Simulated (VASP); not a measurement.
```xyz
3
Lattice="3.1149 0.0000 0.0000 -1.5574 2.6976 0.0000 0.0000 0.0000 4.9393" Properties=species:S:1:pos:R:3 pbc="T T T"
Ta     0.0000     1.7984     1.2541
Ta     1.5574     0.8992     3.6852
C      0.0000     0.0000     0.0000
```

Calculation: LDA (Ceperley-Alder, Perdew-Zunger), VASP's LDA PAW potentials (set 64) (plane waves; VASP 6.6.1). Run with 400 eV cut-off, 12×12×7 Γ-centred mesh, Gaussian smearing of 0.20 eV, potentials Ta_pv C.

At this cut-off the stress carries a Pulay error, which pulls relaxed volumes low. Energy and stress use the plane-wave basis of the starting cell.

Task: The ions, cell shape and volume are relaxed. Predict the relaxed structure.

Result: 
```xyz
3
Lattice="3.0799 0.0000 0.0000 -1.5400 2.6673 0.0000 0.0000 0.0000 4.8942" Properties=species:S:1:pos:R:3 pbc="T T T"
Ta     0.0000     1.7782     1.2394
Ta     1.5400     0.8891     3.6548
C      0.0000     0.0000     0.0000
```
Space group P-3m1 (164), at a tolerance of 0.03 Å.

Task: How do energy and volume change from the first to the last step?

Result: The energy (σ→0) changes by -13.3 meV/atom and the volume by -3.1 %, in 10 ionic steps.

The structure comes from a computed database's Ta2C entry (P-3m1); how it stands against other phases isn't given here. This run relaxes it. Symmetry was kept, so distortions that lower it aren't found. The run is one of a series of settings (EDIFFG = -0.01, IBRION = 2, ISIF = 3, NSW = 50 against the base run), some of them coarse on purpose.
